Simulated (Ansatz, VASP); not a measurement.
# TiC in two plane-wave programs

One calculation is typed for both programs; each brings its own data sets. How far apart do they land? The cell is taken from a series of runs on this material, whose earlier steps may have relaxed, scaled, displaced or heated it; both programs get it as it stands.

Program: Ansatz 0.2.0. Level of theory: plane waves, with VASP 6.6.1 beside it; zone-centre phonons at PBEsol. Results are calculated unless marked as measured.

## 1. Set-up

The structure is orthorhombic, space group Immm (No. 71). Conventional cell: a = 3.019 Å, b = 3.096 Å, c = 4.280 Å, α = 90.00°, β = 90.00°, γ = 90.00°. C has 6 Ti at 2.14 to 2.16 Å nearest. Ti has 6 C at 2.14 to 2.16 Å nearest. Farther neighbours are not listed.

## 2. Ansatz: zone-centre phonons, PBEsol

Ansatz runs on its PAW soft_1 files.

Second derivatives magnify differences that forces hide, and they need a tight electronic threshold.

Contents of input.yaml:

```yaml
crystal:
  lattice:
    - [0.0274273448, 2.1619448398, 2.1398423334]
    - [2.1619448398, 0.0274273448, 2.1398423334]
    - [2.1893721846, 2.1893721846, 0.0]
  atoms:
    - { symbol: C, position: [0.5, 0.5, 0.5] }
    - { symbol: Ti, position: [0.0, 0.0, 0.0] }
kpoints:
  mp_grid: { grid: [16, 16, 16] }
hamiltonian:
  xc: pbesol
  pseudopotentials: { kind: paw, azcp: { folder: soft_1 }, xc_functional: pbe }
scf:
  occupations: { method: methfessel_paxton, width: 0.2 }
output:
  eigenvalues: true
phonons:
  method: dfpt
```

Started as:

```bash
$ ansatz run input.yaml --threads 4 --pin off --max-ram 10240MiB --backend cpu --events-out ev --progress --plain --runs-dir out
```

Numbers of over 12 decimals in the logs are rounded to 6 here.

What it wrote:

```text
zone centre: on kpoints.mp_grid the ground state, and the responses unless they are solved on pairs of k-points, stand on 1098 of the mesh's 4096 k-points, reduced under 4 symmetry operations, with k and −k counted as one. Each operation leaves every solved displacement unchanged or reverses it
Engine: ansatz 0.2.0, x86_64-unknown-linux-gnu
Pseudopotentials: kind: paw
Pseudopotential: C, paw, valence charge 4, recommended cutoff 420 eV (normal), soft_1/C.paw.azcp
Pseudopotential: Ti, paw, valence charge 12, recommended cutoff 420 eV (normal), soft_1/Ti.paw.azcp
Functional definition: PBEsol
  exchange = pbesol_x
  correlation = pbesol_c
Crystal: 2 atoms, lattice volume = 20.000 Å³
Basis set: ecut = 420 eV, 387 PW (Γ), exchange–correlation on 48×48×48 points (8 copies of the dense FFT grid, shifted against one another)
Bands: 12, of which v1, the nominal top of the filled ones, is band 8 counted from 1 (7 counted from 0)
Symmetry: 8 space group operations
k-points: 1098 of 4096 (irreducible under 4 space group operations)
Non-local potential: C, projectors of the file, l = 0: 2, l = 1: 2, l = 2: 1
Non-local potential: Ti, projectors of the file, l = 0: 3, l = 1: 2, l = 2: 3, l = 3: 1
PAW form: soft (Blöchl's): semilocal exchange-correlation on the pseudo side does not see the compensation charge
PAW frozen core: C, regenerated for the run's functional, and the local potential with it (the file was generated under x = pbe(κ = 0.804, μ = 0.219515), c = pbe(β = 0.066725))
PAW frozen core: Ti, regenerated for the run's functional, and the local potential with it (the file was generated under x = pbe(κ = 0.804, μ = 0.219515), c = pbe(β = 0.066725))
PAW one-centre angular grid: C, 110 points (default); XC on 64 Gauss nodes
PAW one-centre angular grid: Ti, 590 points (default); XC on 64 Gauss nodes
Initial density: superposition of atomic densities (chi_scale 0.1, normalization cell, long waves kept (reshape's long-wave potential 0.00 eV rms))
Initial wavefunctions: pseudopotential atomic-orbital guess
Functional: x = pbesol(κ = 0.804, μ = 0.123457), c = pbesol(β = 0.046)
SCF iter   1: F=—  HF=-2723.396117 eV  |F-HF|=—  |Δ(HF+E_count)|=         —  Δρ=1.37e-1  dr2=4.90e0  ethr=3.10e-3  ⟨swp⟩=4.2  Hψ=62190  notcnv=0
preconditioner: auto → none  [metal: Δε(μ)=0.002 eV  Ē_g=9.122 eV  σ=0.200 eV  W_gap=0.01  n_scr=8 (ndim 8)  ℏωp=23.5 eV  f_vac=0.000  D(μ)=0.20/eV (n_scr^D=0)  sad-step TF]
SCF iter   2: F=—  HF=-2722.908704 eV  |F-HF|=—  |Δ(HF+E_count)|=   4.87e-1  S|Δr|=    0.00e0  Δρ=9.65e-2  dr2=2.47e0  ethr=3.10e-3  ⟨swp⟩=2.0  Hψ=26271  notcnv=0
SCF iter   3: F=—  HF=-2722.416619 eV  |F-HF|=—  |Δ(HF+E_count)|=   4.92e-1  S|Δr|=    0.00e0  Δρ=8.16e-3  dr2=7.54e-3  ethr=3.10e-3  ⟨swp⟩=2.9  Hψ=28241  notcnv=0
SCF iter   4: F=—  HF=-2722.414135 eV  |F-HF|=—  |Δ(HF+E_count)|=   2.48e-3  S|Δr|=    0.00e0  Δρ=1.47e-3  dr2=2.12e-4  ethr=4.71e-5  ⟨swp⟩=2.0  Hψ=31190  notcnv=0
SCF iter   5: F=—  HF=-2722.414249 eV  |F-HF|=—  |Δ(HF+E_count)|=   1.14e-4  S|Δr|=    0.00e0  Δρ=3.88e-4  dr2=2.18e-5  ethr=1.32e-6  ⟨swp⟩=2.0  Hψ=17612  notcnv=0
SCF iter   6: F=—  HF=-2722.414248 eV  |F-HF|=—  |Δ(HF+E_count)|=   1.97e-7  S|Δr|=    0.00e0  Δρ=5.18e-5  dr2=5.01e-7  ethr=1.36e-7  ⟨swp⟩=2.1  Hψ=21245  notcnv=0
SCF iter   7: F=—  HF=-2722.414248 eV  |F-HF|=—  |Δ(HF+E_count)|=   5.66e-7  S|Δr|=    0.00e0  Δρ=3.36e-6  dr2=1.78e-9  ethr=3.13e-9  ⟨swp⟩=3.0  Hψ=21706  notcnv=0
SCF iter   8: F=—  HF=-2722.414248 eV  |F-HF|=—  |Δ(HF+E_count)|=  6.26e-10  S|Δr|=    0.00e0  Δρ=2.01e-6  dr2=8.44e-10  ethr=1.11e-11  ⟨swp⟩=2.4  Hψ=17681  notcnv=0
SCF iter   9: F=-2722.414248 eV  HF=-2722.414248 eV  |F-HF|=4.55e-13  |Δ(HF+E_count)|=  2.50e-10  S|Δr|=    0.00e0  Δρ=4.14e-8  dr2=3.02e-13  ethr=1.00e-12  ⟨swp⟩=3.9  Hψ=58503  notcnv=0
the search or the solves at the SCF's close seem to have found levels that the self-consistency loop had missed (the run counts 2). By its estimate they hold under 1e-12 electrons; where the run keeps them, the occupations were computed again with them
SCF 1 converged in 9 iterations: F = -2722.414248 eV  dr2 = 3.02e-13
  greatest PAW one-centre occupation: 0.998 electrons in one spin orbital (limit 2), on the Ti atom at site 1 (counted from 0), in its partial waves of l = 0
DFPT response loops at Γ: preconditioner auto → Kerker (q_TF=auto, 2.629 Å⁻¹) (partly filled bands, converged f_vac=0.000); β = 1.00, the filter's whole step (`scf.mixing.beta` (0.50) is not read by the response loops under this deck's `scf.mixing.preconditioner`; to damp them name `kerker` or `kerker_dos`, under which they read `scf.mixing.beta`, and type it under 1.00, their step now; both keys bind the ground state too); Broyden in place of MSR1
SCF converged after 9 iterations
Stability not checked: this state was not tested for a lower state beside it, because cold or Methfessel-Paxton smearing, or corrected tetrahedra, fill the levels in a way that the test cannot read (fill_not_monotonic; see scf.lower_state_search)
Free energy (F): -2722.414248 eV
Harris-Foulkes:  -2722.414248 eV  (|F-HF|=4.55e-13)
Internal energy: -2722.414214 eV  (E = F + TS)
E sigma→0 (E₀):  -2722.414239 eV
Entropy (-TS):   -0.000034 eV (-0.017 meV/atom)
Fermi energy:    14.786595 eV
--- Per-component energies (eV) ---
  E_band       = -107.962237
  E_kinetic    = 366.522032
  E_local      = -820.122767  (includes V_loc(G=0)·N_el)
  E_nonlocal   = 84.397442
  E_hartree    = 322.782070
  E_xc         = -163.543122
  E_vxc        = -204.937839  (∫ρ·V_xc dr)
  E_paw        = -1112.080539  (= ΣΔE_a)
  E_vpaw       = -179.385201  (= ΣTr[D̂ρ^β])
  E_aug_tail   = -0.000062  (compensation charges beyond the density's cutoff)
  E_ewald      = -1400.529753
  E_core_change = 0.160485  (= ΣΔE_core)
  E_smearing   = -0.000034  (= −TS)
  E_closure    = -0.000000  (closes the sum)
  Σ components = -2722.414248   (vs F -2722.414248, Δ=0.00e0)
--- Band table (eV; the first three rows and the last of 1098) ---
  k-point 0: bands = [... 4 lower, 2.3410, 15.3098, 15.4998, 15.5574, 16.3939, 16.5228, 16.5339, 16.5984]
  k-point 1: bands = [... 4 lower, 2.4306, 14.9146, 15.2309, 15.3490, 15.8647, 15.9006, 16.6936, 17.5672]
  k-point 2: bands = [... 4 lower, 2.6939, 14.0385, 14.4763, 14.5860, 15.9055, 15.9847, 17.0528, 18.6266]
  k-point 1097: bands = [... 4 lower, 4.6634, 11.4016, 13.0521, 14.5495, 14.8960, 17.6008, 18.4014, 18.4100]
--- Phonons (Γ-DFPT): 4 representative perturbations + reference, on 1098 of 4096 k-points (Σ response iterations 12) ---
  k mesh reduced under 4 symmetry operations, with k and −k counted as one. Each operation leaves every solved displacement unchanged or reverses it
  ASR residual: 1.675e-5 → 0.000e0 eV/Å²; symmetrization residual: 4.723e-8 eV/Å²
  ASR residual per site (eV/Å²): 1.40e-5 1.68e-5
  Γ frequencies (cm⁻¹): 0.00 0.00 0.00 508.70 537.63 549.22
  non-analytic LO–TO correction: not included (Born effective charges unavailable; polar crystals: no LO–TO splitting at Γ)
```

(Continued in part 2 of 2.)

[Lines on the potential files, build, host, timing and source positions are cut from VASP's logs without a mark.]

[Logs are printed without paths, hosts, clocks, repeated set-up lines and the standing remarks that a program may print on its own settings, such as how far it seeks lower states.]

[Hosts, paths, dates, database ids (printed as entryN), source tags and the programs' standing remarks are cut or masked in the printed files.]
